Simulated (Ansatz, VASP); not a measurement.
## N: VASP beside Ansatz

Aim: how closely do two programs agree when they are given the same cell, functional and k mesh? The cell is taken from a series of runs on this material, whose earlier steps may have relaxed, scaled, displaced or heated it; both programs get it as it stands. Other levels of theory on this material are compared in a session of their own.

Main program and level: Ansatz 0.2.0; plane waves, with VASP 6.6.1 beside it; zone-centre phonons at BLYP.

## 1. The structure

Symmetry: P6_3/mmc, No. 194, hexagonal system. The conventional cell has a = 2.658 Å, b = 2.658 Å, c = 2.507 Å, α = 90.00°, β = 90.00°, γ = 120.00°. Nearest to N lie 6 N at 1.98 Å.

## 2. Ansatz: zone-centre phonons, BLYP

Ansatz runs on its NC files.

Second derivatives magnify differences that forces hide, and they need a tight electronic threshold.

The input, input.yaml:

```yaml
crystal:
  lattice:
    - [2.657698818, 0.0, 0.0]
    - [-1.328849409, 2.301634692, 0.0]
    - [0.0, 0.0, 2.5073893979]
  atoms:
    - { symbol: "N", position: [0.6666666667, 0.3333333333, 0.25] }
    - { symbol: "N", position: [0.3333333333, 0.6666666667, 0.75] }
kpoints:
  mp_grid: { grid: [18, 18, 16] }
hamiltonian:
  xc: blyp
  pseudopotentials: { kind: nc }
scf:
  occupations: { method: methfessel_paxton, width: 0.15 }
output:
  eigenvalues: true
phonons:
  method: dfpt
  qmesh: [2, 2, 2]
  temperatures: { t_max: 1000, t_step: 50 }
  qpath:
    path:
      - [[0.0, 0.0, 0.0], [0.5, 0.0, 0.0], [0.33333333, 0.33333333, 0.0], [0.0, 0.0, 0.0], [0.0, 0.0, 0.5], [0.5, 0.0, 0.5], [0.33333333, 0.33333333, 0.5], [0.0, 0.0, 0.5]]
      - [[0.5, 0.0, 0.5], [0.5, 0.0, 0.0]]
      - [[0.33333333, 0.33333333, 0.5], [0.33333333, 0.33333333, 0.0]]
    npoints: 10
```

Launch:

```bash
> ansatz run input.yaml --threads 4 --pin off --max-ram 7168MiB --backend cpu --events-out ev --progress --plain --runs-dir out
```

Log:

```text
Engine: ansatz 0.2.0, aarch64-unknown-linux-gnu
Pseudopotentials: kind: nc
Pseudopotential: N, nc, valence charge 5, recommended cutoff 1240 eV (normal), N.nc.azcp
Functional definition: BLYP
  parameter beta = 0.0042
  parameter a = 0.04918
  parameter b = 0.132
  parameter c = 0.2533
  parameter d = 0.349
  exchange = b88_x(beta = beta)
  correlation = lyp_c(a = a, b = b, c = c, d = d)
Crystal: 2 atoms, lattice volume = 15.338 Å³
Basis set: ecut = 1240 eV, 1533 PW (Γ), exchange–correlation on 64×64×60 points (8 copies of the dense FFT grid, shifted against one another)
Bands: 9, of which v1, the nominal top of the filled ones, is band 5 counted from 1 (4 counted from 0)
Symmetry: 24 space group operations
k-points: 333 of 5184
Non-local potential: N, projectors of the file, l = 0: 2, l = 1: 2
Initial density: superposition of atomic densities (chi_scale 0.1, normalization cell)
Initial wavefunctions: pseudopotential atomic-orbital guess
Functional: x = b88, c = lyp
SCF iter   1: F=—  HF=-581.349957 eV  |F-HF|=—  |Δ(HF+E_count)|=         —  Δρ=2.68e-2  dr2=6.21e-2  ethr=3.10e-3  ⟨swp⟩=5.0  Hψ=21026  notcnv=0
preconditioner: auto → none  [metal: Δε(μ)=0.013 eV  Ē_g=14.026 eV  σ=0.150 eV  W_gap=0.07  n_scr=2 (ndim 8)  ℏωp=30.0 eV  f_vac=0.000  D(μ)=0.73/eV (n_scr^D=8)  sad-step TF]
SCF iter   2: F=—  HF=-581.354581 eV  |F-HF|=—  |Δ(HF+E_count)|=   4.62e-3  S|Δr|=    0.00e0  Δρ=1.68e-2  dr2=2.63e-2  ethr=6.21e-4  ⟨swp⟩=1.0  Hψ=5661  notcnv=0
SCF iter   3: F=—  HF=-581.357882 eV  |F-HF|=—  |Δ(HF+E_count)|=   3.30e-3  S|Δr|=    0.00e0  Δρ=1.10e-3  dr2=9.25e-5  ethr=2.63e-4  ⟨swp⟩=3.0  Hψ=5001  notcnv=0
SCF iter   4: F=—  HF=-581.357949 eV  |F-HF|=—  |Δ(HF+E_count)|=   6.67e-5  S|Δr|=    0.00e0  Δρ=3.13e-4  dr2=4.30e-6  ethr=9.25e-7  ⟨swp⟩=2.0  Hψ=4655  notcnv=0
SCF iter   5: F=—  HF=-581.357954 eV  |F-HF|=—  |Δ(HF+E_count)|=   4.71e-6  S|Δr|=    0.00e0  Δρ=2.14e-5  dr2=2.80e-8  ethr=4.30e-8  ⟨swp⟩=2.7  Hψ=4829  notcnv=0
SCF iter   6: F=—  HF=-581.357954 eV  |F-HF|=—  |Δ(HF+E_count)|=   2.27e-7  S|Δr|=    0.00e0  Δρ=9.67e-7  dr2=4.27e-11  ethr=2.80e-10  ⟨swp⟩=2.4  Hψ=4664  notcnv=0
SCF iter   7: F=-581.357954 eV  HF=-581.357954 eV  |F-HF|=9.09e-13  |Δ(HF+E_count)|=  2.09e-10  S|Δr|=    0.00e0  Δρ=7.44e-8  dr2=1.84e-13  ethr=1.00e-12  ⟨swp⟩=7.1  Hψ=17436  notcnv=0
SCF 1 converged in 7 iterations: F = -581.357954 eV  dr2 = 1.84e-13
NSCF: frozen V_eff on 333 k-points
WARN: eigensolver did not converge in 8 slots of this pass, the one above among them; of largest residual over every band (k=7): 1 band(s) unlocked (lowest unlocked band 8, counted from 0; max residual 2.03e-4 eV among the unlocked bands, 2.03e-4 eV over every band); of lowest unlocked band (k=4): band 8
NSCF: frozen V_eff on 819 k-points
DFPT response loops at q = (0, 0, 0) (fractional): preconditioner auto → Kerker (q_TF=auto, 2.541 Å⁻¹) (partly filled bands, converged f_vac=0.000); β = 1.00, the filter's whole step (`scf.mixing.beta` (0.50) is not read by the response loops under this deck's `scf.mixing.preconditioner`; to damp them name `kerker` or `kerker_dos`, under which they read `scf.mixing.beta`, and type it under 1.00, their step now; both keys bind the ground state too); Broyden in place of MSR1
NSCF: frozen V_eff on 1638 k-points
DFPT response loops at q = (0, 0, -0.5) (fractional): mixed as the last ones told, above
NSCF: frozen V_eff on 1638 k-points
DFPT response loops at q = (0, -0.5, 0) (fractional): mixed as the last ones told, above
NSCF: frozen V_eff on 1638 k-points
DFPT response loops at q = (0, -0.5, -0.5) (fractional): mixed as the last ones told, above
SCF converged after 7 iterations
Stability not checked: this state was not tested for a lower state beside it, because cold or Methfessel-Paxton smearing, or corrected tetrahedra, fill the levels in a way that the test cannot read (fill_not_monotonic; see scf.lower_state_search)
Free energy (F): -581.357954 eV
Harris-Foulkes:  -581.357954 eV  (|F-HF|=9.09e-13)
Internal energy: -581.358021 eV  (E = F + TS)
E sigma→0 (E₀):  -581.357971 eV
Entropy (-TS):   0.000067 eV (0.034 meV/atom)
Fermi energy:    8.321708 eV
--- Per-component energies (eV) ---
  E_band       = 5.908454
  E_kinetic    = 355.809782
  E_local      = -290.337995  (includes V_loc(G=0)·N_el)
  E_nonlocal   = -9.201158
  E_hartree    = 60.920077
  E_xc         = -182.300753
  E_vxc        = -172.202325  (∫ρ·V_xc dr)
  E_ewald      = -516.247974
  E_smearing   = 0.000067  (= −TS)
  E_closure    = 0.000000  (closes the sum)
  Σ components = -581.357954   (vs F -581.357954, Δ=0.00e0)
--- Band table (eV; the first three rows and the last of 333) ---
  k-point 0: bands = ["-11.8574", "1.6484", "4.6647", "6.1207", "6.1207", "10.8019", "10.8019", "13.5675", "23.5007"]
  k-point 1: bands = ["-11.7841", "1.2176", "4.9556", "6.1720", "6.1720", "10.7777", "10.7777", "13.4722", "23.7843"]
  k-point 2: bands = ["-11.5645", "0.2245", "5.5564", "6.3244", "6.3244", "10.7017", "10.7017", "13.1960", "24.5918"]
  k-point 332: bands = ["-3.9672", "-3.9672", "1.1531", "1.1531", "5.3979", "5.3979", "13.4211", "13.4211", "28.0095"]
--- Phonons (Γ-DFPT): 2 representative perturbations + reference (Σ response iterations 6) ---
  ASR residual: 2.827e-4 → 0.000e0 eV/Å²; symmetrization residual: 4.631e-14 eV/Å²
  ASR residual per site (eV/Å²): 2.83e-4 2.83e-4
  Γ frequencies (cm⁻¹): -1142.69 -382.35 -382.35 0.00 0.00 0.00
--- Phonons (arbitrary-q DFPT): 4 irreducible q on the 2×2×2 mesh ---
  q = [0.0000, 0.0000, 0.0000] (star 1, of the zone-centre solve; hermiticity 8.45e-16, symmetrization 1.36e-15): -1142.69 -382.35 -382.35 0.00 0.00 0.00
  q = [0.0000, 0.0000, -0.5000] (star 1, 2 solved perturbations in 1152 linear systems a pass and spin channel, the states on 819 of 5184 k-point pairs; hermiticity 1.41e-11, symmetrization 7.06e-12, the responses' own estimated error 6.0e-5 eV/Å²): -259.85 -259.85 -259.85 -259.85 567.51 567.51
  q = [0.0000, -0.5000, 0.0000] (star 3, 3 solved perturbations on 819 of 5184 k-point pairs; hermiticity 2.95e-6, symmetrization 5.53e-6, the responses' own estimated error 6.6e-5 eV/Å²): -697.18 -581.47 -315.66 292.40 367.46 493.80
  q = [0.0000, -0.5000, -0.5000] (star 3, 3 solved perturbations on 819 of 5184 k-point pairs; hermiticity 1.33e-6, symmetrization 6.73e-7, the responses' own estimated error 6.8e-5 eV/Å²): -612.29 -612.29 -92.37 -92.37 461.63 461.63
  sum rule: each row above includes the acoustic sum rule's correction from the zone centre's row sums; it moved no ω² by more than (2.34 cm⁻¹)²
  mesh force constants: q→R imaginary residual 3.71e-17; ASR residual 2.827e-4 → 0.000e0 eV/Å²; symmetrization residual 3.553e-15 eV/Å²
  interpolated dispersion: 93 rows × 6 modes
  density of states and harmonic sums: on the 28×28×24 q-mesh, interpolated from the force constants of a 2×2×2 supercell (no non-analytic term)
  largest difference from the sums on the solved wave vectors: F 9.35e-2 eV, S 1.40e-4 and C_V 5.10e-5 eV/K
  zero-point energy: 0.058108 eV/cell   skipped modes (ω ≤ 0): 3516, of them read as no rigid motion or as one in doubt: 3513 (3.328e0 modes/cell left out, lowest -1142.69 cm⁻¹)   left out of the sums: 5.55e-1 of the cell's modes: C_V's classical limit lies that fraction below 3 k_B per atom; for a crystal, a wire or a layer, F and S can be off by more, and a phonons.interpolated_qmesh denser along its periods is the remedy for the sampling
```

## 3. VASP: zone-centre phonons, BLYP

The same cell, functional (in two slightly different forms), mesh and smearing now go to VASP, with its own data sets.

Lines of VASP's logs that name or quote its potential files are left out, and so is its time.

The input, INCAR:

```
SYSTEM = N
PREC = Accurate
ENCUT = 600
EDIFF = 1E-08
NELM = 120
ISMEAR = 1
SIGMA = 0.15
LREAL = .FALSE.
ALGO = Normal
GGA = B5
ALDAX = 1
AGGAX = 1
AGGAC = 1
ALDAC = 0
NBANDS = 11
LORBIT = 11
LWAVE = .FALSE.
LCHARG = .FALSE.
ISIF = 2
IBRION = 8
LASPH = .TRUE.
GGA_COMPAT = .FALSE.
KPAR = 2
```

The input, POSCAR:

```
N
1.0
    2.6576988180      0.0000000000      0.0000000000
   -1.3288494090      2.3016346920      0.0000000000
    0.0000000000      0.0000000000      2.5073893979
N
2
Direct
    0.6666666667      0.3333333333      0.2500000000
    0.3333333333      0.6666666667      0.7500000000
```

The input, KPOINTS:

```
Automatic mesh
0
Gamma
18 18 16
0 0 0
```

The projector-augmented-wave data sets are N (PBE family, release 64).

Launch:

```bash
> mpirun -np 2 vasp_std
```

Log:

```text
[banner, memory and clock lines left out]
running    2 mpi-ranks, on    1 nodes
 distrk:  each k-point on    1 cores,    2 groups
 distr:  one band on    1 cores,    1 groups

 POSCAR found type information on POSCAR N
 POSCAR found :  1 types and       2 ions
|                                                                             |
|               ----> ADVICE to this user running VASP <----                  |
|                                                                             |
|     You enforced a specific xc type in the INCAR file but a different       |
|     [... a line on the potential file left out ...]
|     I HOPE YOU KNOW WHAT YOU ARE DOING!                                     |
|                                                                             |

 LDA part: xc-table for (Slater(with rela. corr.)+VWN5), standard interpolation
 POSCAR, INCAR and KPOINTS ok, starting setup
 FFT: planning ... GRIDC
 FFT: planning ... GRID_SOFT
 FFT: planning ... GRID
 WAVECAR not read
 entering main loop
       N       E                     dE             d eps       ncg     rms          rms(c)
DAV:   1     0.316642509569E+02    0.31664E+02   -0.64655E+03  7454   0.985E+02
DAV:   2    -0.732095054400E+01   -0.38985E+02   -0.37348E+02  9933   0.218E+02
DAV:   3    -0.841912481069E+01   -0.10982E+01   -0.10849E+01  8757   0.307E+01
DAV:   4    -0.842259106501E+01   -0.34663E-02   -0.34659E-02  8193   0.189E+00
DAV:   5    -0.842259690258E+01   -0.58376E-05   -0.58371E-05  8841   0.807E-02    0.161E+00
DAV:   6    -0.842286106571E+01   -0.26416E-03   -0.93194E-03  8472   0.816E-01    0.982E-01
DAV:   7    -0.842669345614E+01   -0.38324E-02   -0.12370E-02  8562   0.949E-01    0.153E-01
DAV:   8    -0.842681607870E+01   -0.12262E-03   -0.41932E-04  8454   0.212E-01    0.170E-02
DAV:   9    -0.842681891382E+01   -0.28351E-05   -0.76589E-06  8838   0.277E-02    0.874E-03
DAV:  10    -0.842681868630E+01    0.22752E-06   -0.12785E-06  8454   0.104E-02    0.154E-03
DAV:  11    -0.842681872844E+01   -0.42141E-07   -0.70787E-08  8592   0.252E-03    0.258E-04
DAV:  12    -0.842681874298E+01   -0.14543E-07   -0.24602E-09  5730   0.561E-04    0.410E-05
DAV:  13    -0.842681874346E+01   -0.47339E-09   -0.82393E-11  5052   0.109E-04
   1 F= -.84268187E+01 E0= -.84268513E+01  d E =0.977741E-04
 Linear response reoptimize wavefunctions to high precision
DAV:   1    -0.842681874378E+01   -0.31969E-09   -0.74558E-12  5118   0.292E-05
DAV:   2    -0.842681874379E+01   -0.14097E-10   -0.53381E-13  4698   0.771E-06
 Linear response DOF=           2
 Linear response progress:
  Degree of freedom:   1/  2
       N       E                     dE             d eps       ncg     rms          rms(c)
RMM:   1    -0.211309628415E+00   -0.21131E+00   -0.11503E-02 63887   0.305E+00
RMM:   2    -0.206702411486E+00    0.46072E-02   -0.23718E-03 50913   0.568E-01    0.135E-01
RMM:   3    -0.206191798340E+00    0.51061E-03   -0.75135E-05 57259   0.765E-02    0.652E-02
RMM:   4    -0.206048850782E+00    0.14295E-03   -0.34791E-05 56639   0.476E-02    0.154E-02
RMM:   5    -0.206225396883E+00   -0.17655E-03   -0.23073E-06 57825   0.160E-02    0.152E-03
RMM:   6    -0.206222498145E+00    0.28987E-05   -0.89714E-08 57757   0.111E-03    0.120E-03
RMM:   7    -0.206219055457E+00    0.34427E-05   -0.47849E-08 58122   0.574E-04    0.373E-04
RMM:   8    -0.206219871979E+00   -0.81652E-06   -0.23226E-08 57494   0.619E-04    0.650E-05
RMM:   9    -0.206219999301E+00   -0.12732E-06    0.32726E-09 58775   0.125E-04    0.128E-05
RMM:  10    -0.206219993934E+00    0.53669E-08   -0.13114E-08 59256   0.648E-05    0.522E-06
 first order change of Fermi-energy  -0.63094E-04
 force on displaced ion       1 direction 1 :   3.834  -0.005   0.000
 Linear response progress:
  Degree of freedom:   2/  2
       N       E                     dE             d eps       ncg     rms          rms(c)
RMM:   1    -0.207212309308E+00   -0.20721E+00    0.43566E-02 22669   0.313E+00
RMM:   2    -0.208918598548E+00   -0.17063E-02   -0.91101E-04 17811   0.573E-01    0.238E-01
RMM:   3    -0.208163191269E+00    0.75541E-03   -0.12539E-04 19890   0.105E-01    0.116E-01
RMM:   4    -0.208047698503E+00    0.11549E-03   -0.51420E-05 19774   0.687E-02    0.272E-02
RMM:   5    -0.208165655565E+00   -0.11796E-03   -0.36993E-05 20004   0.170E-02    0.230E-02
RMM:   6    -0.208343900609E+00   -0.17825E-03   -0.18750E-05 19428   0.178E-02    0.152E-03
RMM:   7    -0.208333086174E+00    0.10814E-04   -0.32462E-06 20409   0.126E-03    0.764E-04
RMM:   8    -0.208330352825E+00    0.27333E-05   -0.11829E-06 19851   0.105E-03    0.887E-05
RMM:   9    -0.208331046691E+00   -0.69387E-06   -0.34515E-07 20704   0.180E-04    0.287E-05
RMM:  10    -0.208330890590E+00    0.15610E-06   -0.11170E-07 20463   0.662E-05    0.575E-06
RMM:  11    -0.208330876099E+00    0.14491E-07   -0.10439E-07 19146   0.521E-05    0.459E-07
RMM:  12    -0.208330876263E+00   -0.16455E-09   -0.79521E-08 15499   0.471E-05    0.155E-07
 first order change of Fermi-energy   0.34906E-03
 force on displaced ion       1 direction 3 :   0.000   0.000  33.732
 Linear response finished
```

OUTCAR, selected parts (step 3):

```text
ion  position               nearest neighbor table
   1  0.667  0.333  0.250-
   2  0.333  0.667  0.750-

  LATTYP: Found a hexagonal cell.
 ALAT       =     2.6576988180
 C/A-ratio  =     0.9434437721

 Subroutine GETGRP returns: Found 24 space group operations
 (whereof 12 operations were pure point group operations)

The static configuration has the point symmetry D_3d.
 The point group associated with its full space group is D_6h.

 Found    333 irreducible k-points:

   k-points           NKPTS =    333   k-points in BZ     NKDIM =    333   number of bands    NBANDS=     11

   dimension x,y,z NGX =    24 NGY =   24 NGZ =   20
   dimension x,y,z NGXF=    48 NGYF=   48 NGZF=   40

   ENCUT  =  600.0 eV  44.10 Ry    6.64 a.u.   5.31  5.31  5.01*2*pi/ulx,y,z

   NELECT =      10.0000    total number of electrons

 k-points in reciprocal lattice and weights: Automatic mesh
   0.00000000  0.00000000  0.00000000       0.000
   0.05555556  0.00000000  0.00000000       0.001
   0.11111111  0.00000000  0.00000000       0.001
   0.16666667  0.00000000  0.00000000       0.001
   0.22222222  0.00000000  0.00000000       0.001
   0.27777778  0.00000000  0.00000000       0.001
   0.33333333  0.00000000  0.00000000       0.001
   0.38888889  0.00000000  0.00000000       0.001
   0.44444444  0.00000000  0.00000000       0.001
[...]
0.33333333  0.27777778  0.50000000       0.002
   0.33333333  0.33333333  0.50000000       0.000

 average (electrostatic) potential at core
       1 -65.4341       2 -65.4341

  Total       -0.1246725     -0.1246725     -0.1315229      0.0000000     -0.0000000      0.0000000
  in kB      -13.0231904    -13.0231904    -13.7387751      0.0000000     -0.0000000      0.0000000
  external PRESSURE =     -13.2617187 kB  Pullay stress =       0.0000000 kB

  energy-cutoff  :      600.00
  volume of cell :       15.34
      direct lattice vectors                 reciprocal lattice vectors
     2.657698818  0.000000000  0.000000000     0.376265359  0.217236906  0.000000000
    -1.328849409  2.301634692  0.000000000     0.000000000  0.434473813  0.000000000
     0.000000000  0.000000000  2.507389398     0.000000000  0.000000000  0.398821181

 POSITION                                       TOTAL-FORCE (eV/Angst)
 -----------------------------------------------------------------------------------
      1.32885      0.76721      0.62685        -0.000000      0.000000      0.000000
     -0.00000      1.53442      1.88054         0.000000      0.000000      0.000000
 -----------------------------------------------------------------------------------
    total drift:                                0.000000     -0.000000      0.000000

 Eigenvectors and eigenvalues of the dynamical matrix
 ----------------------------------------------------

   1 f  =    0.000000 THz     0.000002 2PiTHz    0.000013 cm-1     0.000002 meV
             X         Y         Z           dx          dy          dz
      1.328849  0.767212  0.626847     0.000000   -0.145027   -0.692075
     -0.000000  1.534423  1.880542     0.000000   -0.145027   -0.692075

   2 f  =    0.000000 THz     0.000001 2PiTHz    0.000003 cm-1     0.000000 meV
             X         Y         Z           dx          dy          dz
      1.328849  0.767212  0.626847     0.000000   -0.692075    0.145027
     -0.000000  1.534423  1.880542     0.000000   -0.692075    0.145027

   3 f  =    0.000000 THz     0.000000 2PiTHz    0.000000 cm-1     0.000000 meV
             X         Y         Z           dx          dy          dz
      1.328849  0.767212  0.626847    -0.707107    0.000000    0.000000
     -0.000000  1.534423  1.880542    -0.707107    0.000000    0.000000

   4 f/i=   11.569803 THz    72.695218 2PiTHz  385.927098 cm-1    47.848840 meV
             X         Y         Z           dx          dy          dz
      1.328849  0.767212  0.626847     0.707107    0.000000    0.000000
     -0.000000  1.534423  1.880542    -0.707107    0.000000    0.000000

   5 f/i=   11.569803 THz    72.695218 2PiTHz  385.927098 cm-1    47.848840 meV
             X         Y         Z           dx          dy          dz
      1.328849  0.767212  0.626847     0.000000    0.707107    0.000000
     -0.000000  1.534423  1.880542     0.000000   -0.707107    0.000000

   6 f/i=   34.316689 THz   215.618117 2PiTHz 1144.681536 cm-1   141.922359 meV
             X         Y         Z           dx          dy          dz
      1.328849  0.767212  0.626847     0.000000   -0.000000   -0.707107
     -0.000000  1.534423  1.880542     0.000000    0.000000    0.707107

 ELASTIC MODULI CONTR FROM IONIC RELAXATION (kBar)
 Direction    XX          YY          ZZ          XY          YZ          ZX
 --------------------------------------------------------------------------------
 XX           0.0000      0.0000      0.0000      0.0000      0.0000      0.0000
 YY           0.0000      0.0000      0.0000      0.0000      0.0000      0.0000
 ZZ           0.0000      0.0000      0.0000      0.0000      0.0000      0.0000
 XY           0.0000      0.0000      0.0000      0.0000      0.0000      0.0000
 YZ           0.0000      0.0000      0.0000      0.0000      0.0000      0.0000
 ZX           0.0000      0.0000      0.0000      0.0000      0.0000      0.0000
 --------------------------------------------------------------------------------
```

## 4. Differences

Known differences besides the potentials themselves: VASP's run holds the zone centre alone; the cutoff is 1240 eV in Ansatz and 600 eV in VASP; VASP's log shows a relativistic correction to its local exchange, Ansatz's none. Total energies have different zeros and are not compared.

Compared:

| quantity | Ansatz | VASP | difference |
| --- | --- | --- | --- |
| optical mode 1 (imaginary, printed as negative) (cm⁻¹) | -1142.7 | -1144.7 | +2.0 |
| optical mode 2 to 3 (imaginary, printed as negative) (cm⁻¹) | -382.4 | -385.9 | +3.6 |

Modes are paired by rising frequency, not by their patterns, so a pair may set unlike modes beside each other; they are those without the splitting of longitudinal modes.

## 5. What came out

| Quantity | Value |
| --- | --- |
| r.m.s. difference of the optical zone-centre modes, each program's sorted by frequency (zone-centre phonons, BLYP) | 3.1 cm⁻¹ |

What this shows: The r.m.s. difference of the optical zone-centre modes, each program's sorted by frequency is 3.1 cm⁻¹ (zone-centre phonons, BLYP). 3 further runs of this series are not shown here. How closely two codes agree says nothing of how well the functional describes the real material.

[Lines on the potential files, build, host, timing and source positions are cut from VASP's logs without a mark.]

[Logs are printed without paths, hosts, clocks, repeated set-up lines and the standing remarks that a program may print on its own settings, such as how far it seeks lower states.]

[Hosts, paths, dates, database ids (printed as entryN), source tags and the programs' standing remarks are cut or masked in the printed files.]
